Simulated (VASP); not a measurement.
# Cd4S3Se (ordered alloy cell): computed properties

Calculation: PBEsol GGA, VASP's PBE PAW potentials (set 64) (plane waves; VASP 6.6.1).

```yaml
space_group: P-43m (215)
cell: a = b = c = 5.8903 Å, α = β = γ = 90.00°
volume_per_atom: 25.55 Å^3/atom
band gap (over mesh and band path): 0.85 eV
smallest direct gap (over mesh and band path): 0.85 eV
band_edge_character: direct, Γ to Γ
density: 5.08 g/cm³
```

```
Cd4S3Se
1.0
    5.89033     0.00000     0.00000
    0.00000     5.89033     0.00000
    0.00000     0.00000     5.89033
Cd Se S
4 1 3
Cartesian
  5.85427   5.85427   5.85427
  2.98123   2.98123   5.85427
  2.98123   5.85427   2.98123
  5.85427   2.98123   2.98123
  1.47258   1.47258   1.47258
  4.41775   4.41775   1.47258
  4.41775   1.47258   4.41775
  1.47258   4.41775   4.41775
```

The structure was generated: Cd4S3Se was put into an ordered model structure (P-43m), which need not be its known phase. It was relaxed first. Symmetry was kept, so distortions that lower it aren't found.
